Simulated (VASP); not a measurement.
Method: MS2 meta-GGA, VASP's PBE PAW potentials (set 64) (plane waves; VASP).

The input files of a VASP run:

### INCAR
```
EDIFF = 1E-6   # SCF stop (eV)
PREC = Accurate
ISIF = 3
ENCUT = 520   # plane-wave cut-off (eV)
EDIFFG = -0.01   # ionic stop
METAGGA = MS2
LREAL = .FALSE.
LMAXMIX = 4   # l cut-off of mixed one-centre charges
LCHARG = .FALSE.
SIGMA = 0.1
LWAVE = .FALSE.
ALGO = Normal   # blocked Davidson
IBRION = 2
ISMEAR = 1
LASPH = .TRUE.   # aspherical one-centre terms
LMIXTAU = .TRUE.
NELM = 100   # most electronic steps
NSW = 60   # most ionic steps
SYSTEM = Rb
```

**KPOINTS**
```
Automatic mesh
0
Gamma
8 8 8
0 0 0
```

### POSCAR
```
Rb
1.0
 -2.8250000000   2.8250000000   2.8250000000
  2.8250000000  -2.8250000000   2.8250000000
  2.8250000000   2.8250000000  -2.8250000000
Rb
1
Direct
  0.0000000000   0.0000000000   0.0000000000
```

POTCAR, in this order: Rb_sv (PBE.64 set). Program: vasp_std.

**Question.** What will the output report for the number of irreducible k-points (NKPTS), largest plane-wave count, number of space-group operations, FFT grid (NGX, NGY, NGZ)?

**Answer.** 
```
Item                                          Result
--------------------------------------  ------------
number of irreducible k-points (NKPTS)            29
largest plane-wave count                        2491
number of space-group operations                  48
FFT grid (NGX, NGY, NGZ)                36 × 36 × 36
```

The compound is Rb in the bcc structure. This run relaxes it. Symmetry was kept, so distortions that lower it aren't found.
